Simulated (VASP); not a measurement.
Data:

```
CELL_PARAMETERS angstrom
      2.36021    -3.82254     0.00000
      2.36021     3.82254     0.00000
      0.00000     0.00000     3.72828
ATOMIC_POSITIONS crystal
  Si 0.35133 0.64867 0.64562
  Si 0.64867 0.35133 0.35438
  Si 0.85133 0.14867 0.85438
  Si 0.14867 0.85133 0.14562
```

Method: r2SCAN meta-GGA, VASP's PBE PAW potentials (set 64) (plane waves; VASP 6.6.1). Settings: 400 eV cut-off, 9×9×9 Γ-centred mesh, tetrahedra with Blöchl corrections, potentials Si.

Task: The job: Si (relaxed from the black-P structure, space group Cmce), 4 atoms, r2SCAN, static run, 400 eV, 9×9×9 Γ-centred mesh. Roughly how much core time does it take on a busy server core?

Result: About 3 core-minutes (one run on a shared machine, a rough figure). It had 125 irreducible k-points, 12 bands, up to 1243 plane waves and 20 electronic steps.

The structure was generated: Si was put into the black-P type (Cmce), which need not be its known phase. It was relaxed first, which changed the volume by -11 %.
